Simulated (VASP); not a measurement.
An input for Ansatz (written as the equivalent of a VASP run, and not itself run):

Ansatz 0.2 input:
```yaml
crystal:
  lattice:
    - [0.0000000, 3.1772692, 3.1772692]
    - [3.1772692, 0.0000000, 3.1772692]
    - [3.1772692, 3.1772692, 0.0000000]
  atoms:
    - { symbol: Na, position: [0.2500000, 0.2500000, 0.2500000] }
    - { symbol: Na, position: [0.7500000, 0.7500000, 0.7500000] }
    - { symbol: S, position: [0.0000000, 0.0000000, 0.0000000] }
kpoints:
  mp_grid: { grid: [6, 6, 6] }
hamiltonian:
  xc: lda
  pseudopotentials: { kind: paw }
scf:
  occupations: { method: gaussian, width: 0.05 }
  max_iter: 100
relax:
  max_steps: 60
  f_tol: 0.02
  cell: {}
output: { forces: true, stress: true, eigenvalues: true }
```

Problem. Translate this input to VASP (INCAR, KPOINTS, POSCAR, choice of POTCAR).

Solution. One answer among several that fit: 
POSCAR:
```
Na2S
1.0
  0.0000000000   3.1772691710   3.1772691710
  3.1772691710   0.0000000000   3.1772691710
  3.1772691710   3.1772691710   0.0000000000
Na S
2 1
Cart
  1.5886345855   1.5886345855   1.5886345855
  4.7659037565   4.7659037565   4.7659037565
  0.0000000000   0.0000000000   0.0000000000
```

### KPOINTS
```
Automatic mesh
0
Gamma
6 6 6
0 0 0
```

**INCAR**
```
SYSTEM  =  Na2S
PREC  =  Accurate; ENCUT  =  400; LREAL  =  F
LASPH  =  T
EDIFF  =  1E-6; NELM  =  100; ALGO  =  Normal
ISMEAR  =  0; SIGMA  =  0.05
IBRION  =  2; NSW  =  60; ISIF  =  3
EDIFFG  =  -0.02
LWAVE  =  F; LCHARG  =  F
```

POTCAR, in this order: Na_pv S (LDA.64 set). Program: vasp_std.

What does not carry over: each code has its own PAW files, so the cut-off isn't converted (ENCUT is set for VASP's; basis.ecutwfc is left out, and Ansatz then takes the one that its files recommend); Ansatz stops its SCF on the density residual and VASP on the energy change (EDIFF); Ansatz's lda is the Perdew-Wang form, while the LDA potentials of VASP carry Perdew-Zunger's.

The compound is Na2S in the antifluorite structure. This run relaxes it. Symmetry was kept, so distortions that lower it aren't found. The start is the result of an earlier pass.
